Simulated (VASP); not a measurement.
Here is the system:

```yaml
crystal:
  lattice:
    - [4.16754, 0.00000, 0.00000]
    - [0.00000, 4.16754, 0.00000]
    - [0.00000, 0.00000, 4.16754]
  atoms:
    - { symbol: K, position: [0.00000, 0.00000, 0.00000] }
    - { symbol: Zn, position: [0.50000, 0.50000, 0.50000] }
    - { symbol: F, position: [0.50000, 0.00000, 0.50000] }
    - { symbol: F, position: [0.00000, 0.50000, 0.50000] }
    - { symbol: F, position: [0.50000, 0.50000, 0.00000] }
```

Level of theory: RPBE GGA, VASP's PBE PAW potentials (set 64) (plane waves; VASP). Numerical set-up: 520 eV cut-off, 5×5×5 Γ-centred mesh, Gaussian smearing of 0.050 eV, potentials K_sv Zn F.

Give the stress tensor in GPa (positive for a compressed cell).

```
2.15  0.00  0.00
0.00  2.15  0.00
0.00  0.00  2.15
```
The pressure is its mean diagonal, 2.15 GPa.

The compound is KZnF3 in the cubic perovskite structure. This cell is one point of a volume scan, at 0.97 of the reference volume.
